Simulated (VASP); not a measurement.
# MgO (Fm-3m) in VASP: notebook, part 2 of 2

VASP 6.6.1. Earlier steps stand in the parts before.

## (3) Band structure, LDA

This run uses another cell than the first one, of 8.89 Å³/atom, 0.971 times its volume.

INCAR reads:

```
SYSTEM = MgO
  ALGO = Normal
  EDIFF = 1E-7
  ENCUT = 520
  GGA = CA
  ICORELEVEL = 1
  ISIF = 2
  ISMEAR = 0
  LASPH = .TRUE.
  LCHARG = .FALSE.
  LREAL = .FALSE.
  LWAVE = .FALSE.
  NBANDS = 11
  NELM = 80
  PREC = Accurate
  SIGMA = 0.03
```

KPOINTS reads:

```
k-points
0
G
  12 12 12
  0 0 0
```

POSCAR reads:

```
MgO                                     
1.0
    0.0000000000      2.0716355029      2.0716355029
    2.0716355029      0.0000000000      2.0716355029
    2.0716355029      2.0716355029      0.0000000000
  Mg              O             
     1     1
Direct
     0.0000000000000000    0.0000000000000000    0.0000000000000000
     0.5000000000000000    0.5000000000000000    0.5000000000000000
```

KPOINTS_OPT reads:

```
explicit points
109
Reciprocal
 0.0000000000  0.0000000000  0.0000000000 1
 0.0555555556  0.0000000000  0.0555555556 1
 0.1111111111  0.0000000000  0.1111111111 1
 0.1666666667  0.0000000000  0.1666666667 1
 0.2222222222  0.0000000000  0.2222222222 1
 0.2777777778  0.0000000000  0.2777777778 1
 0.3333333333  0.0000000000  0.3333333333 1
 0.3888888889  0.0000000000  0.3888888889 1
 0.4444444444  0.0000000000  0.4444444444 1
 0.5000000000  0.0000000000  0.5000000000 1
 0.5000000000  0.0000000000  0.5000000000 1
 0.5000000000  0.0277777778  0.5277777778 1
 0.5000000000  0.0555555556  0.5555555556 1
 0.5000000000  0.0833333333  0.5833333333 1
 0.5000000000  0.1111111111  0.6111111111 1
 0.5000000000  0.1388888889  0.6388888889 1
 0.5000000000  0.1666666667  0.6666666667 1
 0.5000000000  0.1944444444  0.6944444444 1
 0.5000000000  0.2222222222  0.7222222222 1
 0.5000000000  0.2500000000  0.7500000000 1
 0.5000000000  0.2500000000  0.7500000000 1
 0.4861111111  0.2638888889  0.7500000000 1
 0.4722222222  0.2777777778  0.7500000000 1
 0.4583333333  0.2916666667  0.7500000000 1
 0.4444444444  0.3055555556  0.7500000000 1
 0.4305555556  0.3194444444  0.7500000000 1
 0.4166666667  0.3333333333  0.7500000000 1
 0.4027777778  0.3472222222  0.7500000000 1
 0.3888888889  0.3611111111  0.7500000000 1
 0.3750000000  0.3750000000  0.7500000000 1
 0.3750000000  0.3750000000  0.7500000000 1
 0.3333333333  0.3333333333  0.6666666667 1
 0.2916666667  0.2916666667  0.5833333333 1
 0.2500000000  0.2500000000  0.5000000000 1
 0.2083333333  0.2083333333  0.4166666667 1
 0.1666666667  0.1666666667  0.3333333333 1
 0.1250000000  0.1250000000  0.2500000000 1
 0.0833333333  0.0833333333  0.1666666667 1
 0.0416666667  0.0416666667  0.0833333333 1
 0.0000000000  0.0000000000  0.0000000000 1
 0.0000000000  0.0000000000  0.0000000000 1
 0.0555555556  0.0555555556  0.0555555556 1
 0.1111111111  0.1111111111  0.1111111111 1
 0.1666666667  0.1666666667  0.1666666667 1
 0.2222222222  0.2222222222  0.2222222222 1
 0.2777777778  0.2777777778  0.2777777778 1
 0.3333333333  0.3333333333  0.3333333333 1
 0.3888888889  0.3888888889  0.3888888889 1
 0.4444444444  0.4444444444  0.4444444444 1
 0.5000000000  0.5000000000  0.5000000000 1
 0.5000000000  0.5000000000  0.5000000000 1
 0.5138888889  0.4722222222  0.5138888889 1
 0.5277777778  0.4444444444  0.5277777778 1
 0.5416666667  0.4166666667  0.5416666667 1
 0.5555555556  0.3888888889  0.5555555556 1
 0.5694444444  0.3611111111  0.5694444444 1
 0.5833333333  0.3333333333  0.5833333333 1
 0.5972222222  0.3055555556  0.5972222222 1
 0.6111111111  0.2777777778  0.6111111111 1
 0.6250000000  0.2500000000  0.6250000000 1
 0.6250000000  0.2500000000  0.6250000000 1
 0.6111111111  0.2500000000  0.6388888889 1
 0.5972222222  0.2500000000  0.6527777778 1
 0.5833333333  0.2500000000  0.6666666667 1
 0.5694444444  0.2500000000  0.6805555556 1
 0.5555555556  0.2500000000  0.6944444444 1
 0.5416666667  0.2500000000  0.7083333333 1
 0.5277777778  0.2500000000  0.7222222222 1
 0.5138888889  0.2500000000  0.7361111111 1
 0.5000000000  0.2500000000  0.7500000000 1
 0.5000000000  0.2500000000  0.7500000000 1
 0.5000000000  0.2777777778  0.7222222222 1
 0.5000000000  0.3055555556  0.6944444444 1
 0.5000000000  0.3333333333  0.6666666667 1
 0.5000000000  0.3611111111  0.6388888889 1
 0.5000000000  0.3888888889  0.6111111111 1
 0.5000000000  0.4166666667  0.5833333333 1
 0.5000000000  0.4444444444  0.5555555556 1
 0.5000000000  0.4722222222  0.5277777778 1
 0.5000000000  0.5000000000  0.5000000000 1
 0.5000000000  0.5000000000  0.5000000000 1
 0.4861111111  0.4861111111  0.5277777778 1
 0.4722222222  0.4722222222  0.5555555556 1
 0.4583333333  0.4583333333  0.5833333333 1
 0.4444444444  0.4444444444  0.6111111111 1
 0.4305555556  0.4305555556  0.6388888889 1
 0.4166666667  0.4166666667  0.6666666667 1
 0.4027777778  0.4027777778  0.6944444444 1
 0.3888888889  0.3888888889  0.7222222222 1
 0.3750000000  0.3750000000  0.7500000000 1
 0.6250000000  0.2500000000  0.6250000000 1
 0.6111111111  0.2222222222  0.6111111111 1
 0.5972222222  0.1944444444  0.5972222222 1
 0.5833333333  0.1666666667  0.5833333333 1
 0.5694444444  0.1388888889  0.5694444444 1
 0.5555555556  0.1111111111  0.5555555556 1
 0.5416666667  0.0833333333  0.5416666667 1
 0.5277777778  0.0555555556  0.5277777778 1
 0.5138888889  0.0277777778  0.5138888889 1
 0.5000000000  0.0000000000  0.5000000000 1
 0.0000000000  0.0000000000  0.0000000000 1
 0.3750000000  0.3750000000  0.7500000000 1
 0.5000000000  0.5000000000  0.5000000000 1
 0.6250000000  0.2500000000  0.6250000000 1
 0.5000000000  0.2500000000  0.7500000000 1
 0.5000000000  0.0000000000  0.5000000000 1
 0.4000000000  0.0000000000  0.4000000000 1
 0.4250000000  0.0000000000  0.4250000000 1
 0.4500000000  0.0000000000  0.4500000000 1
```

Potentials or basis: VASP PAW LDA potentials, release 64 (Mg, O).

Started as:

```sh
> cat potpaw_LDA.64/Mg/POTCAR potpaw_LDA.64/O/POTCAR > POTCAR
> mpirun -np 1 vasp_std > vasp.out
```

OUTCAR:

```text
SYSTEM = MgO
   EDIFF = 1E-7
   ENCUT = 520
   GGA = CA
   ISIF = 2
   ISMEAR = 0
   LASPH = .TRUE.
   LREAL = .FALSE.
   NELM = 80
   PREC = Accurate

 ion  position               nearest neighbor table
   1  0.000  0.000  0.000-   2 2.07   2 2.07   2 2.07   2 2.07   2 2.07   2 2.07
   2  0.500  0.500  0.500-   1 2.07   1 2.07   1 2.07   1 2.07   1 2.07   1 2.07

  LATTYP: Found a face centered cubic cell.
 ALAT       =     4.1432710058

  Lattice vectors:

 A1 = (   0.0000000000,   2.0716355029,   2.0716355029)
 A2 = (   2.0716355029,   0.0000000000,   2.0716355029)
 A3 = (   2.0716355029,   2.0716355029,   0.0000000000)

Analysis of symmetry for initial positions (statically):
=====================================================================
 Subroutine PRICEL returns:
 Original cell was already a primitive cell.

 Routine SETGRP: Setting up the symmetry group for a
 face centered cubic supercell.

 Subroutine GETGRP returns: Found 48 space group operations
 (whereof 48 operations were pure point group operations)
 out of a pool of 48 trial point group operations.

The static configuration has the point symmetry O_h .

[... 173 lines left out ...]
 k-point     1 :       0.0000    0.0000    0.0000
  band No.  band energies     occupation
      1     -14.0034      2.00000
      2       3.2659      2.00000
      3       3.2659      2.00000
      4       3.2659      2.00000
      5       8.4194      0.00000
      6      19.0589      0.00000
      7      19.0589      0.00000
      8      19.0589      0.00000
      9      23.2148      0.00000
     10      24.9202      0.00000
     11      24.9202      0.00000
[... 267 lines left out ...]
 k-point    21 :       0.3333    0.1667    0.0000
  band No.  band energies     occupation
      1     -13.0031      2.00000
      2       0.0162      2.00000
      3       2.3229      2.00000
      4       2.4886      2.00000
      5      11.9142      0.00000
      6      14.8051      0.00000
      7      18.7981      0.00000

------------------------ aborting loop because EDIFF is reached ----------------------------------------

  FORCE on cell =-STRESS in cart. coord.  units (eV):
  Direction    XX          YY          ZZ          XY          YZ          ZX
  --------------------------------------------------------------------------------------
  -------------------------------------------------------------------------------------
  Total        0.0381819      0.0381819      0.0381819      0.0000000      0.0000000      0.0000000
  in kB        3.4403156      3.4403156      3.4403156      0.0000000      0.0000000      0.0000000
  external PRESSURE =       3.4403156 kB  Pullay stress =       0.0000000 kB

 VOLUME and BASIS-vectors are now :
 -----------------------------------------------------------------------------
  energy-cutoff  :      520.00
  volume of cell :       17.78
      direct lattice vectors                 reciprocal lattice vectors
     0.000000000  2.071635503  2.071635503    -0.241355199  0.241355199  0.241355199
     2.071635503  0.000000000  2.071635503     0.241355199 -0.241355199  0.241355199
     2.071635503  2.071635503  0.000000000     0.241355199  0.241355199 -0.241355199

 POSITION                                       TOTAL-FORCE (eV/Angst)
 -----------------------------------------------------------------------------------
      0.00000      0.00000      0.00000         0.000000      0.000000      0.000000
      2.07164      2.07164      2.07164        -0.000000     -0.000000      0.000000
 -----------------------------------------------------------------------------------
    total drift:                               -0.000000     -0.000000      0.000000

  FREE ENERGIE OF THE ION-ELECTRON SYSTEM (eV)
  ---------------------------------------------------
  free  energy   TOTEN  =       -13.4453655409 eV

  energy  without entropy=      -13.4453655409  energy(sigma->0) =      -13.44536554
```

stdout:

```text
POSCAR found type information on POSCAR MgO
 POSCAR found :  2 types and       2 ions
 scaLAPACK will be used
 LDA part: xc-table for (Slater(with rela. corr.)+CA(PZ))
 , standard interpolation
 POSCAR, INCAR and KPOINTS ok, starting setup
 FFT: planning ... GRIDC
 FFT: planning ... GRID_SOFT
 FFT: planning ... GRID
 WAVECAR not read
 entering main loop
 Start KPOINTS_OPT (optional k-point list driver)
k-point batch [1-72\109]
k-point batch [73-109\109]
```

It took 11 s on 1 thread of Intel Xeon Platinum 8488C (Sapphire Rapids), shared host; peak memory 0.14 GiB.

Results:

| Quantity | Value |
| --- | --- |
| Free energy | -13.4454 eV |
| Pressure | 0.3 GPa |
| Band gap on the k mesh | 5.15 eV, direct |
| Band gap along the path | 5.15 eV, direct |

Levels at the corners of the path, in eV from the valence-band top:
| point | band 1 | band 2 | band 3 | band 4 | band 5 | band 6 | band 7 | band 8 | band 9 |
| --- | --- | --- | --- | --- | --- | --- | --- | --- | --- |
| Γ | -17.27 | 0.00 | 0.00 | 0.00 | 5.15 | 15.79 | 15.79 | 15.79 | 19.95 |
| X | -15.49 | -4.36 | -1.44 | -1.44 | 8.93 | 10.25 | 13.42 | 19.39 | 19.39 |
| X | -15.49 | -4.36 | -1.44 | -1.44 | 8.93 | 10.25 | 13.42 | 19.39 | 19.39 |
| W | -15.43 | -3.17 | -3.17 | -1.90 | 11.78 | 11.78 | 12.49 | 15.91 | 22.29 |
| W | -15.43 | -3.17 | -3.17 | -1.90 | 11.78 | 11.78 | 12.49 | 15.91 | 22.29 |
| K | -15.47 | -3.74 | -2.91 | -1.24 | 10.11 | 12.08 | 12.78 | 18.47 | 18.68 |
| K | -15.47 | -3.74 | -2.91 | -1.24 | 10.11 | 12.08 | 12.78 | 18.47 | 18.68 |
| Γ | -17.27 | 0.00 | 0.00 | 0.00 | 5.15 | 15.79 | 15.79 | 15.79 | 19.95 |
| Γ | -17.27 | 0.00 | 0.00 | 0.00 | 5.15 | 15.79 | 15.79 | 15.79 | 19.95 |
| L | -15.78 | -4.92 | -0.72 | -0.72 | 8.05 | 12.96 | 16.51 | 16.51 | 21.30 |
| L | -15.78 | -4.92 | -0.72 | -0.72 | 8.05 | 12.96 | 16.51 | 16.51 | 21.30 |
| U | -15.47 | -3.74 | -2.91 | -1.24 | 10.11 | 12.08 | 12.78 | 18.47 | 18.68 |
| U | -15.47 | -3.74 | -2.91 | -1.24 | 10.11 | 12.08 | 12.78 | 18.47 | 18.68 |
| W | -15.43 | -3.17 | -3.17 | -1.90 | 11.78 | 11.78 | 12.49 | 15.91 | 22.29 |
| W | -15.43 | -3.17 | -3.17 | -1.90 | 11.78 | 11.78 | 12.49 | 15.91 | 22.29 |
| L | -15.78 | -4.92 | -0.72 | -0.72 | 8.05 | 12.96 | 16.51 | 16.51 | 21.30 |
| L | -15.78 | -4.92 | -0.72 | -0.72 | 8.05 | 12.96 | 16.51 | 16.51 | 21.30 |
| K | -15.47 | -3.74 | -2.91 | -1.24 | 10.11 | 12.08 | 12.78 | 18.47 | 18.68 |
| U | -15.47 | -3.74 | -2.91 | -1.24 | 10.11 | 12.08 | 12.78 | 18.47 | 18.68 |
| X | -15.49 | -4.36 | -1.44 | -1.44 | 8.93 | 10.25 | 13.42 | 19.39 | 19.39 |

Core levels (eV, on the scale of the bands):
```tsv
atom	levels
1 Mg	1s -1240.1, 2s -67.9, 2p -35.4
2 O	1s -495.4
```

## (4) Band structure, PBE+D3(BJ)

This run uses another cell than the first one, of 9.26 Å³/atom, 1.010 times its volume.

INCAR reads:

```
PREC = Accurate ; ENCUT = 520
EDIFF = 1E-7 ; ISMEAR = 0
SIGMA = 0.03 ; LREAL = F
LASPH = T ; NELM = 80
ALGO = Normal ; ISIF = 2
LWAVE = F ; LCHARG = F
GGA = PE ; IVDW = 12
NBANDS = 11 ; ICORELEVEL = 1
```

KPOINTS reads:

```
Automatic mesh
0
Gamma
  12 12 12
```

POSCAR reads:

```
MgO                                     
1.0
    0.0000000000      2.0995643091      2.0995643091
    2.0995643091      0.0000000000      2.0995643091
    2.0995643091      2.0995643091      0.0000000000
  Mg              O             
     1     1
Direct
     0.0000000000000000    0.0000000000000000    0.0000000000000000
     0.5000000000000000    0.5000000000000000    0.5000000000000000
```

KPOINTS_OPT reads:

```
explicit points
209
Reciprocal
 0.0000000000  0.0000000000  0.0000000000 1
 0.0263157895  0.0000000000  0.0263157895 1
 0.0526315789  0.0000000000  0.0526315789 1
 0.0789473684  0.0000000000  0.0789473684 1
 0.1052631579  0.0000000000  0.1052631579 1
 0.1315789474  0.0000000000  0.1315789474 1
[... 201 lines left out ...]
 0.4250000000  0.0000000000  0.4250000000 1
 0.4500000000  0.0000000000  0.4500000000 1
```

Potentials or basis: VASP PAW PBE potentials, release 64 (Mg, O).

Started as:

```sh
> cat potpaw_PBE.64/Mg/POTCAR potpaw_PBE.64/O/POTCAR > POTCAR
> mpirun -np 1 vasp_std > vasp.out
```

Wall time 31 s (1 thread of Intel Xeon Platinum 8375C at 2.90GHz (Ice Lake), shared host); peak memory 0.16 GiB.

The run converged. Its results:

| Property | Result |
| --- | --- |
| Free energy | -12.4921 eV |
| Pressure | 0.3 GPa |
| Band gap on the k mesh | 4.82 eV, direct |
| Band gap along the path | 4.82 eV, direct |
| Dispersion energy per atom | -0.296 eV |

Levels at the corners of the path, in eV from the valence-band top:
```tsv
point	band 1	band 2	band 3	band 4	band 5	band 6	band 7	band 8
Γ	-17.31	0.00	0.00	0.00	4.82	15.85	15.85	15.85
X	-15.74	-4.12	-1.36	-1.36	9.13	10.07	13.20	19.12
X	-15.74	-4.12	-1.36	-1.36	9.13	10.07	13.20	19.12
W	-15.69	-2.98	-2.98	-1.79	11.71	11.71	12.28	15.63
W	-15.69	-2.98	-2.98	-1.79	11.71	11.71	12.28	15.63
K	-15.72	-3.53	-2.73	-1.16	10.14	11.88	12.62	18.25
K	-15.72	-3.53	-2.73	-1.16	10.14	11.88	12.62	18.25
Γ	-17.31	0.00	0.00	0.00	4.82	15.85	15.85	15.85
Γ	-17.31	0.00	0.00	0.00	4.82	15.85	15.85	15.85
L	-16.00	-4.66	-0.66	-0.66	7.96	12.71	16.41	16.41
L	-16.00	-4.66	-0.66	-0.66	7.96	12.71	16.41	16.41
U	-15.72	-3.53	-2.73	-1.16	10.14	11.88	12.62	18.25
U	-15.72	-3.53	-2.73	-1.16	10.14	11.88	12.62	18.25
W	-15.69	-2.98	-2.98	-1.79	11.71	11.71	12.28	15.63
W	-15.69	-2.98	-2.98	-1.79	11.71	11.71	12.28	15.63
L	-16.00	-4.66	-0.66	-0.66	7.96	12.71	16.41	16.41
L	-16.00	-4.66	-0.66	-0.66	7.96	12.71	16.41	16.41
K	-15.72	-3.53	-2.73	-1.16	10.14	11.88	12.62	18.25
U	-15.72	-3.53	-2.73	-1.16	10.14	11.88	12.62	18.25
X	-15.74	-4.12	-1.36	-1.36	9.13	10.07	13.20	19.12
```

Core levels (eV, on the scale of the bands):
| atom | levels |
| --- | --- |
| 1 Mg | 1s -1248.6, 2s -69.0, 2p -35.8 |
| 2 O | 1s -499.9 |

## (5) The runs side by side

| level | potentials or basis | cell | gap on the mesh (eV) | pressure (GPa) |
| --- | --- | --- | --- | --- |
| r2SCAN+rVV10 | VASP PAW PBE potentials, release 64 (Mg, O) | Fm-3m, 9.16 Å³/atom | 5.76 | 0.3 |
| LDA | VASP PAW LDA potentials, release 64 (Mg, O) | Fm-3m, 8.89 Å³/atom | 5.15 | 0.3 |
| PBE+D3(BJ) | VASP PAW PBE potentials, release 64 (Mg, O) | Fm-3m, 9.26 Å³/atom | 4.82 | 0.3 |

Alike in all rows: task band structure; no spin polarisation; k mesh 12 × 12 × 12; cutoff (eV) 520; smearing gaussian 0.03 eV.

Caveats: the PAW data sets were made with another functional, which shifts forces and pressure a little (some runs).

Total energies depend on the potentials used, so only differences within one code and one set of settings carry meaning.

## (6) How close it comes

Step 2. A measured gap of MgO is 7.83 eV (quoted in “Electronic structure of alkaline earth and post-transition metal oxides”, 2009, arxiv:0908.1581); the calculated 5.76 eV misses it by -2.07 eV. The value is that of r2SCAN+rVV10, without temperature or zero-point motion.

Step 3. Measured gap of MgO: 7.83 eV (quoted in “Electronic structure of alkaline earth and post-transition metal oxides”, 2009, arxiv:0908.1581). This calculation gives 5.15 eV (-2.68 eV). The value is that of LDA, without temperature or zero-point motion. Semilocal functionals fall short of measured gaps as a rule.

Step 4. Measured gap of MgO: 7.83 eV (quoted in “Electronic structure of alkaline earth and post-transition metal oxides”, 2009, arxiv:0908.1581). This calculation gives 4.82 eV (-3.01 eV). The value is that of PBE+D3(BJ), without temperature or zero-point motion. Semilocal functionals fall short of measured gaps as a rule.
